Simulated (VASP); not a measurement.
VASP ran on this input.

### INCAR
```
# general
SYSTEM  = ZnSiP2
PREC    = Accurate
ENCUT   = 500
LREAL   = F
LASPH   = T

# electronic loop
EDIFF   = 1E-6
NELM    = 100
ALGO    = Normal
LMAXMIX = 4

# smearing
ISMEAR  = 0
SIGMA   = 0.05

# functional
GGA     = PS

# ions
IBRION  = 2
NSW     = 40
ISIF    = 3
EDIFFG  = -0.02
PSTRESS = 100

# output
LWAVE   = F
LCHARG  = F
```

File POSCAR:
```
ZnSiP2
1.0
 -2.6366009245   2.6366009245   5.1406936113
  2.6366009245  -2.6366009245   5.1406936113
  2.6366009245   2.6366009245  -5.1406936113
Zn Si P
2 2 4
Cartesian
  0.0000000000   0.0000000000   0.0000000000
 -0.0000000000   2.6366009245   2.5703468056
  0.0000000000   0.0000000000   5.1406936113
  2.6366009245   0.0000000000   2.5703468056
  1.2477070481   1.3183004623   6.4258670141
  1.3183004623  -1.2477070481   3.8555202085
  1.3888938764   1.3183004623   1.2851734028
  1.3183004623   3.8843079726  -1.2851734028
```

### KPOINTS
```
Regular mesh
0
G
6 6 6
```

POTCAR, in this order: Zn Si P (PBE.64 set). Program: vasp_std.

**Question.** Translate this PBEsol calculation to Quantum ESPRESSO's pw.x.

**Answer.** One equivalent input (not run):
```
&CONTROL
  calculation = 'vc-relax'
  pseudo_dir = './pseudo'
  outdir = './out'
  tprnfor = .true.
  tstress = .true.
  nstep = 40
  forc_conv_thr = 0.00078
/
&SYSTEM
  ibrav = 0
  nat = 8
  ntyp = 3
  ecutwfc = 84
  occupations = 'smearing'
  smearing = 'gaussian'
  degauss = 0.003675
  input_dft = 'pbesol'
/
&ELECTRONS
  conv_thr = 7.3e-08
  electron_maxstep = 100
/
&IONS
/
&CELL
  press = 100
/
ATOMIC_SPECIES
  Zn 65.380 Zn.upf
  Si 28.085 Si.upf
  P 30.974 P.upf
CELL_PARAMETERS angstrom
    -2.6366009    2.6366009    5.1406936
     2.6366009   -2.6366009    5.1406936
     2.6366009    2.6366009   -5.1406936
ATOMIC_POSITIONS crystal
  Zn   0.0000000  0.0000000  0.0000000
  Zn   0.7500000  0.2500000  0.5000000
  Si   0.5000000  0.5000000  0.0000000
  Si   0.2500000  0.7500000  0.5000000
  P    0.8750000  0.8616128  0.4866128
  P    0.1383872  0.6250000  0.0133872
  P    0.3750000  0.3883872  0.5133872
  P    0.6116128  0.1250000  0.9866128
K_POINTS automatic
  6 6 6 0 0 0
```
Limits of the translation: the potentials are each code's own (VASP's PAW set, PseudoDojo norm-conserving files in pw.x), so ENCUT and ecutwfc are chosen apart and not converted; conv_thr bounds pw.x's estimated SCF error, while EDIFF bounds the energy change between steps; forc_conv_thr acts on force components and is met together with etot_conv_thr.

The compound is ZnSiP2 in the chalcopyrite structure. This run relaxes it under an external pressure of 10 GPa. Symmetry was kept, so distortions that lower it aren't found.
